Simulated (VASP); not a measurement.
## InSb: how numerical settings change the zone-centre modes

Aim: test the modes of InSb against the numerical settings. The starting structure is a measured crystal structure from the Crystallography Open Database.

Calculated with VASP 6.6.1; Kohn-Sham DFT with plane waves and PAW; LDA.

## Step 1: Set-up

It takes space group F-43m (No. 216, cubic). The conventional cell has a = 6.478 Å, b = 6.478 Å, c = 6.478 Å, α = 90.00°, β = 90.00°, γ = 90.00°. Sb has 4 In at 2.81 Å nearest. Nearest to In lie 4 Sb at 2.81 Å. Farther neighbours are not listed.

## Step 2: Reference modes

The cell comes from a relaxation at this level, not shown (67.24 Å³).

File INCAR:

```
SYSTEM = InSb
PREC = Accurate
ENCUT = 450
EDIFF = 1E-08
NELM = 100
ISMEAR = 1
SIGMA = 0.15
LREAL = .FALSE.
ALGO = Normal
GGA = CA
NBANDS = 15
LORBIT = 11
LWAVE = .FALSE.
LCHARG = .FALSE.
KPAR = 4
IBRION = 8
ISIF = 2
```

File POSCAR:

```
InSb
1.0
    0.0000000000      3.2275521464      3.2275521464
    3.2275521464      0.0000000000      3.2275521464
    3.2275521464      3.2275521464      0.0000000000
Sb In
1 1
Direct
    0.7500000000      0.7500000000      0.7500000000
    0.0000000000      0.0000000000      0.0000000000
```

File KPOINTS:

```
Automatic mesh
0
Gamma
12 12 12
0 0 0
```

Potentials, in the order of the species: Sb and In_d (LDA family, release 64).

Started as:

```bash
$ mpirun -np 4 vasp_std
```

Log:

```text
[banner, memory and clock lines left out]
running    4 mpi-ranks, on    1 nodes
 distrk:  each k-point on    1 cores,    4 groups
 distr:  one band on    1 cores,    1 groups

 POSCAR found type information on POSCAR SbIn
 POSCAR found :  2 types and       2 ions
 LDA part: xc-table for (Slater(with rela. corr.)+CA(PZ))
 , standard interpolation
 POSCAR, INCAR and KPOINTS ok, starting setup
 FFT: planning ... GRIDC
 FFT: planning ... GRID_SOFT
 FFT: planning ... GRID
 WAVECAR not read
 entering main loop
       N       E                     dE             d eps       ncg     rms          rms(c)
DAV:   1     0.108501132636E+03    0.10850E+03   -0.73070E+03  2167   0.108E+03
DAV:   2    -0.137689689353E+01   -0.10988E+03   -0.10673E+03  2440   0.271E+02
DAV:   3    -0.817827892472E+01   -0.68014E+01   -0.67676E+01  2699   0.742E+01
DAV:   4    -0.836700535102E+01   -0.18873E+00   -0.18868E+00  2776   0.147E+01
DAV:   5    -0.837675403115E+01   -0.97487E-02   -0.97485E-02  3174   0.267E+00    0.439E+00
DAV:   6    -0.824947679573E+01    0.12728E+00   -0.15891E-01  3174   0.651E+00    0.247E+00
DAV:   7    -0.821850264515E+01    0.30974E-01   -0.70191E-02  2951   0.259E+00    0.545E-01
DAV:   8    -0.821678652714E+01    0.17161E-02   -0.72031E-03  3015   0.105E+00    0.307E-01
DAV:   9    -0.821687320821E+01   -0.86681E-04   -0.62503E-04  2615   0.244E-01    0.777E-02
DAV:  10    -0.821686145588E+01    0.11752E-04   -0.37439E-05  2765   0.521E-02    0.331E-02
DAV:  11    -0.821686534723E+01   -0.38913E-05   -0.96959E-06  2580   0.407E-02    0.204E-02
DAV:  12    -0.821686520962E+01    0.13761E-06   -0.69640E-07  3134   0.951E-03    0.535E-03
DAV:  13    -0.821686521826E+01   -0.86429E-08   -0.10281E-07  2622   0.318E-03    0.242E-03
DAV:  14    -0.821686521403E+01    0.42342E-08   -0.76130E-09  2193   0.106E-03
   1 F= -.82168652E+01 E0= -.82169169E+01  d E =0.154978E-03
 Linear response reoptimize wavefunctions to high precision
DAV:   1    -0.821686521414E+01   -0.10527E-09   -0.20144E-09  2432   0.330E-04
DAV:   2    -0.821686521414E+01   -0.77307E-11   -0.14804E-10  1577   0.114E-04
 Linear response DOF=           2
 Linear response progress:
  Degree of freedom:   1/  2
       N       E                     dE             d eps       ncg     rms          rms(c)
RMM:   1    -0.292890834708E-01   -0.29289E-01    0.26333E-02 15458   0.149E+00
RMM:   2    -0.274321015167E-01    0.18570E-02   -0.59999E-05 13863   0.546E-01    0.869E-02
RMM:   3    -0.277979398145E-01   -0.36584E-03   -0.10938E-03 15447   0.186E-01    0.386E-02
RMM:   4    -0.278429528299E-01   -0.45013E-04   -0.86766E-05 15816   0.646E-02    0.109E-02
RMM:   5    -0.278605109804E-01   -0.17558E-04   -0.13425E-05 15751   0.256E-02    0.457E-03
RMM:   6    -0.278542892822E-01    0.62217E-05   -0.13067E-06 16121   0.736E-03    0.171E-03
RMM:   7    -0.278513427209E-01    0.29466E-05   -0.80252E-08 16394   0.280E-03    0.650E-04
RMM:   8    -0.278514389960E-01   -0.96275E-07   -0.25017E-08 16930   0.917E-04    0.327E-04
RMM:   9    -0.278517305598E-01   -0.29156E-06    0.16836E-08 17209   0.395E-04    0.474E-05
RMM:  10    -0.278516852068E-01    0.45353E-07    0.12337E-08 16793   0.147E-04    0.388E-05
RMM:  11    -0.278516973567E-01   -0.12150E-07   -0.10863E-08 17845   0.646E-05    0.105E-05
RMM:  12    -0.278516871969E-01    0.10160E-07   -0.50856E-09 16630   0.274E-05    0.153E-05
RMM:  13    -0.278516934254E-01   -0.62285E-08    0.40852E-10 14805   0.118E-05    0.195E-06
 first order change of Fermi-energy   0.24065E-03
 force on displaced ion       1 direction 1 :  -6.846   0.000   0.000
 Linear response progress:
  Degree of freedom:   2/  2
       N       E                     dE             d eps       ncg     rms          rms(c)
RMM:   1    -0.236945737502E+00   -0.23695E+00   -0.11894E-01 11343   0.470E+00
RMM:   2    -0.239228308474E+00   -0.22826E-02   -0.11259E-02 14180   0.954E-01    0.706E-02
RMM:   3    -0.239195525477E+00    0.32783E-04   -0.13077E-03 15478   0.298E-01    0.350E-02
RMM:   4    -0.239051582482E+00    0.14394E-03   -0.14046E-04 15760   0.938E-02    0.177E-02
RMM:   5    -0.239013326443E+00    0.38256E-04   -0.12399E-05 16703   0.368E-02    0.656E-03
RMM:   6    -0.239018764692E+00   -0.54382E-05   -0.87745E-06 16645   0.116E-02    0.210E-03
RMM:   7    -0.239026685016E+00   -0.79203E-05   -0.30620E-06 16659   0.364E-03    0.752E-04
RMM:   8    -0.239024973193E+00    0.17118E-05    0.30703E-06 16860   0.151E-03    0.443E-04
RMM:   9    -0.239024577561E+00    0.39563E-06   -0.11886E-06 17085   0.600E-04    0.125E-04
RMM:  10    -0.239023966186E+00    0.61138E-06   -0.43550E-07 16840   0.282E-04    0.397E-05
RMM:  11    -0.239023992783E+00   -0.26598E-07   -0.42273E-07 17771   0.129E-04    0.342E-05
RMM:  12    -0.239023905251E+00    0.87532E-07    0.71858E-08 17498   0.659E-05    0.254E-05
RMM:  13    -0.239023954872E+00   -0.49621E-07   -0.10666E-07 16655   0.375E-05    0.101E-05
RMM:  14    -0.239023945919E+00    0.89532E-08    0.11902E-08 17364   0.221E-05    0.847E-06
 first order change of Fermi-energy  -0.25614E-04
 force on displaced ion       2 direction 1 :  -6.874   0.000   0.000
 Linear response finished
```

Run time: 90 s. Hardware: 4 MPI ranks of AMD EPYC 9R45, shared host; peak memory 2.2 GiB.

Lines that name or quote the potential files are left out of all logs, and their timing lines are given in words.

OUTCAR, selected parts (step 2):

```text
ion  position               nearest neighbor table
   1  0.750  0.750  0.750-   2 2.80   2 2.80   2 2.80   2 2.80
   2  0.000  0.000  0.000-   1 2.80   1 2.80   1 2.80   1 2.80

  LATTYP: Found a face centered cubic cell.
 ALAT       =     6.4551042928

 Subroutine GETGRP returns: Found 24 space group operations
 (whereof 24 operations were pure point group operations)

The static configuration has the point symmetry T_d .

 Found     72 irreducible k-points:

   k-points           NKPTS =     72   k-points in BZ     NKDIM =     72   number of bands    NBANDS=     15

   dimension x,y,z NGX =    32 NGY =   32 NGZ =   32
   dimension x,y,z NGXF=    64 NGYF=   64 NGZF=   64

   ENCUT  =  450.0 eV  33.07 Ry    5.75 a.u.   7.89  7.89  7.89*2*pi/ulx,y,z

   NELECT =      18.0000    total number of electrons

 k-points in reciprocal lattice and weights: Automatic mesh
   0.00000000  0.00000000  0.00000000       0.001
   0.08333333  0.00000000  0.00000000       0.005
   0.16666667  0.00000000  0.00000000       0.005
   0.25000000  0.00000000  0.00000000       0.005
   0.33333333  0.00000000  0.00000000       0.005
   0.41666667  0.00000000  0.00000000       0.005
   0.50000000  0.00000000  0.00000000       0.002
   0.08333333  0.08333333  0.00000000       0.003
   0.16666667  0.08333333  0.00000000       0.014
[...]
-0.33333333  0.50000000  0.16666667       0.007
  -0.25000000  0.50000000  0.25000000       0.003

 average (electrostatic) potential at core
       1 -88.1828       2 -95.7175

  Total        0.0003131      0.0003131      0.0003131      0.0000000     -0.0000000     -0.0000000
  in kB        0.0074597      0.0074597      0.0074597      0.0000000     -0.0000000     -0.0000000
  external PRESSURE =       0.0074597 kB  Pullay stress =       0.0000000 kB

  energy-cutoff  :      450.00
  volume of cell :       67.24
      direct lattice vectors                 reciprocal lattice vectors
     0.000000000  3.227552146  3.227552146    -0.154916165  0.154916165  0.154916165
     3.227552146  0.000000000  3.227552146     0.154916165 -0.154916165  0.154916165
     3.227552146  3.227552146  0.000000000     0.154916165  0.154916165 -0.154916165

 POSITION                                       TOTAL-FORCE (eV/Angst)
 -----------------------------------------------------------------------------------
      4.84133      4.84133      4.84133        -0.000000     -0.000000     -0.000000
      0.00000      0.00000      0.00000         0.000000      0.000000      0.000000
 -----------------------------------------------------------------------------------
    total drift:                                0.000000      0.000000      0.000000

 Eigenvectors and eigenvalues of the dynamical matrix
 ----------------------------------------------------

   1 f  =    5.326584 THz    33.467911 2PiTHz  177.675702 cm-1    22.028970 meV
             X         Y         Z           dx          dy          dz
      4.841328  4.841328  4.841328     0.000000    0.695944    0.000000
      0.000000  0.000000  0.000000    -0.000000   -0.718096    0.000000

   2 f  =    5.326584 THz    33.467911 2PiTHz  177.675702 cm-1    22.028970 meV
             X         Y         Z           dx          dy          dz
      4.841328  4.841328  4.841328     0.000000    0.000000   -0.695944
      0.000000  0.000000  0.000000     0.000000    0.000000    0.718096

   3 f  =    5.326584 THz    33.467911 2PiTHz  177.675702 cm-1    22.028970 meV
             X         Y         Z           dx          dy          dz
      4.841328  4.841328  4.841328    -0.695944    0.000000    0.000000
      0.000000  0.000000  0.000000     0.718096   -0.000000    0.000000

   4 f/i=    0.005412 THz     0.034002 2PiTHz    0.180511 cm-1     0.022380 meV
             X         Y         Z           dx          dy          dz
      4.841328  4.841328  4.841328    -0.205725   -0.585836    0.360743
      0.000000  0.000000  0.000000    -0.199378   -0.567764    0.349615

   5 f/i=    0.005412 THz     0.034002 2PiTHz    0.180511 cm-1     0.022380 meV
             X         Y         Z           dx          dy          dz
      4.841328  4.841328  4.841328     0.646464   -0.035760    0.310593
      0.000000  0.000000  0.000000     0.626521   -0.034657    0.301011

   6 f/i=    0.005412 THz     0.034002 2PiTHz    0.180511 cm-1     0.022380 meV
             X         Y         Z           dx          dy          dz
      4.841328  4.841328  4.841328    -0.235423    0.413738    0.537642
      0.000000  0.000000  0.000000    -0.228160    0.400975    0.521056

 ELASTIC MODULI CONTR FROM IONIC RELAXATION (kBar)
 Direction    XX          YY          ZZ          XY          YZ          ZX
 --------------------------------------------------------------------------------
 XX          -0.0000      0.0000      0.0000      0.0000      0.0000      0.0000
 YY           0.0000     -0.0000      0.0000      0.0000      0.0000      0.0000
 ZZ           0.0000      0.0000     -0.0000      0.0000      0.0000      0.0000
 XY           0.0000      0.0000      0.0000   -188.7051      0.0000      0.0000
 YZ           0.0000      0.0000      0.0000      0.0000   -188.7051      0.0000
 ZX           0.0000      0.0000      0.0000      0.0000      0.0000   -188.7051
 --------------------------------------------------------------------------------
```

Energies printed during the response cycles are not total energies of the cell.

Reference: the zone-centre mode is T2 177.7 cm⁻¹.

## Step 3: Modes with a 7×7×7 mesh

Against step 2 the input has a 7×7×7 mesh.

INCAR is that of step 2.

POSCAR is that of step 2.

File KPOINTS:

```
Automatic mesh
0
Gamma
7 7 7
0 0 0
```

Started as:

```bash
$ mpirun -np 4 vasp_std
```

Log:

```text
[... set-up lines as in an earlier step ...]
 entering main loop
       N       E                     dE             d eps       ncg     rms          rms(c)
DAV:   1     0.107344973770E+03    0.10734E+03   -0.73139E+03   600   0.107E+03
DAV:   2    -0.132132649424E+01   -0.10867E+03   -0.10564E+03   656   0.273E+02
DAV:   3    -0.816909524189E+01   -0.68478E+01   -0.68187E+01   768   0.752E+01
DAV:   4    -0.835777695175E+01   -0.18868E+00   -0.18862E+00   695   0.147E+01
[...]
DAV:  12    -0.820604574795E+01    0.14081E-06   -0.50290E-07   791   0.632E-03    0.485E-03
DAV:  13    -0.820604576312E+01   -0.15164E-07   -0.82561E-08   691   0.240E-03    0.188E-03
DAV:  14    -0.820604576062E+01    0.25016E-08   -0.71022E-09   643   0.506E-04
   1 F= -.82060458E+01 E0= -.82060483E+01  d E =0.769327E-05
 Linear response reoptimize wavefunctions to high precision
DAV:   1    -0.820604576090E+01   -0.28740E-09   -0.18800E-09   603   0.468E-04
DAV:   2    -0.820604576089E+01    0.90949E-11   -0.22119E-10   433   0.129E-04
 Linear response DOF=           2
 Linear response progress:
[...]
RMM:  12    -0.278744008432E-01    0.18232E-07   -0.23419E-09  3823   0.290E-05    0.997E-06
RMM:  13    -0.278744263705E-01   -0.25527E-07   -0.16997E-09  3452   0.169E-05    0.169E-06
RMM:  14    -0.278744257169E-01    0.65357E-09    0.24725E-10  2288   0.117E-05    0.118E-06
 first order change of Fermi-energy   0.33776E-03
 force on displaced ion       1 direction 1 :  -6.783  -0.000  -0.000
 Linear response progress:
  Degree of freedom:   2/  2
       N       E                     dE             d eps       ncg     rms          rms(c)
RMM:   1    -0.236923833031E+00   -0.23692E+00   -0.11844E-01  2585   0.470E+00
RMM:   2    -0.239251019886E+00   -0.23272E-02   -0.11613E-02  3229   0.956E-01    0.717E-02
RMM:   3    -0.239202521287E+00    0.48499E-04   -0.14851E-03  3543   0.302E-01    0.351E-02
RMM:   4    -0.239056691564E+00    0.14583E-03   -0.18138E-04  3605   0.943E-02    0.183E-02
[...]
RMM:  13    -0.239022355137E+00   -0.45319E-07   -0.32773E-08  3944   0.663E-05    0.669E-06
RMM:  14    -0.239022325469E+00    0.29667E-07    0.80552E-08  3487   0.525E-05    0.226E-06
RMM:  15    -0.239022326070E+00   -0.60081E-09    0.43437E-08  3140   0.448E-05    0.375E-06
 first order change of Fermi-energy  -0.51674E-04
 force on displaced ion       2 direction 1 :  -6.811  -0.000  -0.000
 Linear response finished
```

Elapsed: 26 s, on 4 MPI ranks; peak memory 1 GiB.

Parts of OUTCAR (step 3):

```text
  Total        0.0137462      0.0137462      0.0137462      0.0000000     -0.0000000     -0.0000000
  in kB        0.3275238      0.3275238      0.3275238      0.0000000     -0.0000000     -0.0000000
  external PRESSURE =       0.3275238 kB  Pullay stress =       0.0000000 kB

[... 2 parts as in an earlier step ...]

[... 1 further part left out ...]
```

With a 7×7×7 mesh the mode is T2 176.9 cm⁻¹, -0.8 cm⁻¹ from the reference.

## Step 4: Modes with a cutoff of 240 eV

Against step 2 the input has ENCUT = 240.

INCAR: that of step 3 with these lines changed.

```diff
@@ -2,3 +2,3 @@
 PREC = Accurate
-ENCUT = 450
+ENCUT = 240
 EDIFF = 1E-08
```

POSCAR is that of step 3.

File KPOINTS:

```
Automatic mesh
0
Gamma
12 12 12
0 0 0
```

Started as:

```bash
$ mpirun -np 4 vasp_std
```

Log:

```text
[... set-up lines as in an earlier step ...]
 entering main loop
       N       E                     dE             d eps       ncg     rms          rms(c)
DAV:   1     0.840996175203E+02    0.84100E+02   -0.54181E+03  2208   0.661E+02
DAV:   2    -0.418714531750E+01   -0.88287E+02   -0.86516E+02  2559   0.212E+02
DAV:   3    -0.829408307396E+01   -0.41069E+01   -0.41002E+01  2643   0.519E+01
DAV:   4    -0.837100351638E+01   -0.76920E-01   -0.76913E-01  2924   0.841E+00
[...]
DAV:  12    -0.821447835318E+01    0.22327E-06   -0.71393E-07  3080   0.992E-03    0.547E-03
DAV:  13    -0.821447836744E+01   -0.14257E-07   -0.13003E-07  2559   0.305E-03    0.272E-03
DAV:  14    -0.821447835839E+01    0.90542E-08   -0.16931E-08  2347   0.124E-03
   1 F= -.82144784E+01 E0= -.82145300E+01  d E =0.154958E-03
 Linear response reoptimize wavefunctions to high precision
DAV:   1    -0.821447835783E+01    0.55184E-09   -0.35320E-09  2702   0.350E-04
DAV:   2    -0.821447835781E+01    0.26148E-10   -0.57910E-11  1549   0.574E-05
 Linear response DOF=           2
 Linear response progress:
[...]
RMM:   9    -0.276818895296E-01   -0.71786E-07   -0.17408E-08 16208   0.254E-04    0.538E-05
RMM:  10    -0.276818785997E-01    0.10930E-07   -0.64061E-09 16483   0.877E-05    0.281E-05
RMM:  11    -0.276818817636E-01   -0.31638E-08   -0.47871E-09 16964   0.320E-05    0.302E-06
 first order change of Fermi-energy   0.24364E-03
 force on displaced ion       1 direction 1 :  -6.853   0.000   0.000
 Linear response progress:
  Degree of freedom:   2/  2
       N       E                     dE             d eps       ncg     rms          rms(c)
RMM:   1    -0.235064531671E+00   -0.23506E+00   -0.13719E-01 11409   0.453E+00
RMM:   2    -0.236586002449E+00   -0.15215E-02   -0.64061E-03 12994   0.693E-01    0.810E-02
RMM:   3    -0.236400643086E+00    0.18536E-03   -0.97129E-04 15177   0.275E-01    0.364E-02
RMM:   4    -0.236309816924E+00    0.90826E-04   -0.65627E-05 15381   0.660E-02    0.235E-02
[...]
RMM:  13    -0.236260596120E+00    0.28002E-07   -0.13932E-08 17144   0.349E-05    0.146E-05
RMM:  14    -0.236260636948E+00   -0.40828E-07    0.24860E-08 17042   0.183E-05    0.759E-06
RMM:  15    -0.236260644848E+00   -0.79002E-08   -0.17095E-08 16456   0.134E-05    0.179E-06
 first order change of Fermi-energy  -0.19725E-04
 force on displaced ion       2 direction 1 :  -6.743   0.000   0.000
 Linear response finished
```

The job ended after 40 s (4 MPI ranks; peak memory 1.2 GiB).

Parts of OUTCAR (step 4):

```text
  Total       -0.1768799     -0.1768799     -0.1768799      0.0000000      0.0000000      0.0000000
  in kB       -4.2144347     -4.2144347     -4.2144347      0.0000000      0.0000000      0.0000000
  external PRESSURE =      -4.2144347 kB  Pullay stress =       0.0000000 kB

 POSITION                                       TOTAL-FORCE (eV/Angst)
 -----------------------------------------------------------------------------------
      4.84133      4.84133      4.84133        -0.000000      0.000000     -0.000000
      0.00000      0.00000      0.00000         0.000000     -0.000000      0.000000
 -----------------------------------------------------------------------------------
    total drift:                               -0.000001     -0.000001      0.000000

[... 1 part as in an earlier step ...]

[... 1 further part left out ...]
```

With a cutoff of 240 eV the mode is T2 176.9 cm⁻¹, -0.8 cm⁻¹ from the reference.

(Continued in part 2 of 2.)

[Lines on the potential files, build, host, timing and source positions are cut from VASP's logs without a mark.]

[Logs are printed without paths, hosts, clocks, repeated set-up lines and the standing remarks that a program may print on its own settings, such as how far it seeks lower states.]

[Hosts, paths, dates, database ids (printed as entryN), source tags and the programs' standing remarks are cut or masked in the printed files.]
